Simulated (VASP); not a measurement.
Method: PBEsol GGA, VASP's PBE PAW potentials (set 64) (plane waves; VASP).

Input for VASP

### KPOINTS
```
Automatic mesh
0
gamma
  12 12 6
```

**INCAR**
```
ALGO  =  Normal
EDIFF  =  1E-7
EDIFFG  =  -0.01
ENCUT  =  480
GGA  =  PS
IBRION  =  2
ISIF  =  3
ISMEAR  =  1
LASPH  =  .TRUE.
LCHARG  =  .FALSE.
LMAXMIX  =  6
LREAL  =  .FALSE.
LWAVE  =  .FALSE.
NELM  =  100
NSW  =  40
PREC  =  Accurate
PSTRESS  =  100
SIGMA  =  0.1
SYSTEM  =  Tm
```

**POSCAR**
```
Tm
1
    1.6560073906    -2.8682890250    -0.0000000000
    1.6560073906     2.8682890250    -0.0000000000
   -0.0000000000    -0.0000000000     5.1399579256
Tm
2
Direct
  0.3333330000   0.6666670000   0.2500000000
  0.6666670000   0.3333330000   0.7500000000
```

POTCAR, in this order: Tm_3 (PBE.64 set). Program: vasp_std.

The resulting files:

File OSZICAR:
```
       N       E                     dE             d eps       ncg     rms          rms(c)
DAV:   1     0.663234856717E+02    0.66323E+02   -0.81315E+03  1992   0.127E+03
DAV:   2    -0.455584968684E+01   -0.70879E+02   -0.69642E+02  2045   0.390E+02
DAV:   3    -0.937908345286E+01   -0.48232E+01   -0.44924E+01  3317   0.647E+01
DAV:   4    -0.950071168182E+01   -0.12163E+00   -0.10814E+00  3174   0.797E+00
DAV:   5    -0.950152827251E+01   -0.81659E-03   -0.81683E-03  2695   0.578E-01    0.277E+01
DAV:   6    -0.952820682514E+01   -0.26679E-01   -0.25920E-02  3138   0.192E+00    0.165E+01
DAV:   7    -0.955779517066E+01   -0.29588E-01   -0.47389E-02  3014   0.255E+00    0.443E-01
DAV:   8    -0.955750600301E+01    0.28917E-03   -0.21171E-03  2541   0.452E-01    0.861E-02
DAV:   9    -0.955750216764E+01    0.38354E-05   -0.17025E-04  3209   0.148E-01    0.223E-02
DAV:  10    -0.955749797261E+01    0.41950E-05   -0.11118E-05  2612   0.302E-02    0.220E-02
DAV:  11    -0.955749792280E+01    0.49810E-07   -0.77108E-07  2484   0.104E-02
   1 F= -.65098545E+01 E0= -.65107693E+01  d E =-.650985E+01
```

### OUTCAR
```
------------------------ aborting loop because EDIFF is reached ----------------------------------------
  FORCE on cell =-STRESS in cart. coord.  units (eV):
  Direction    XX          YY          ZZ          XY          YZ          ZX
  --------------------------------------------------------------------------------------
  Total        3.0507160      3.0507162      3.0482430      0.0000000      0.0000000      0.0000000
  in kB      100.1008159    100.1008219    100.0196716      0.0000000      0.0000000      0.0000000
  external PRESSURE =       0.0737698 kB  Pullay stress =     100.0000000 kB
  volume of cell :       48.83
      direct lattice vectors                 reciprocal lattice vectors
     1.656007391 -2.868289025  0.000000000     0.301931020 -0.174319950  0.000000000
     1.656007391  2.868289025  0.000000000     0.301931020  0.174319950  0.000000000
     0.000000000  0.000000000  5.139957926     0.000000000  0.000000000  0.194554122
 POSITION                                       TOTAL-FORCE (eV/Angst)
 -----------------------------------------------------------------------------------
      1.65601      0.95610      1.28499         0.000000     -0.000000      0.000000
      1.65601     -0.95610      3.85497         0.000000      0.000000      0.000000
 -----------------------------------------------------------------------------------
    total drift:                               -0.000001      0.000056     -0.000011
  FREE ENERGIE OF THE ION-ELECTRON SYSTEM (eV)
  ---------------------------------------------------
  free  energy   TOTEN  =        -9.5574979228 eV

  energy  without entropy=       -9.5602425286  energy(sigma->0) =       -9.55841279
  enthalpy is  TOTEN    =        -6.5098544557 eV   P V=        3.0476434671

 reached required accuracy - stopping structural energy minimisation
```
(Selected blocks of OUTCAR.)

The 4f electrons are frozen in the core of the lanthanide potential, so 4f levels, which can set the real gap, and their magnetism are missing.

The compound is Tm in the hcp structure. It was relaxed first under an external pressure of 10 GPa.
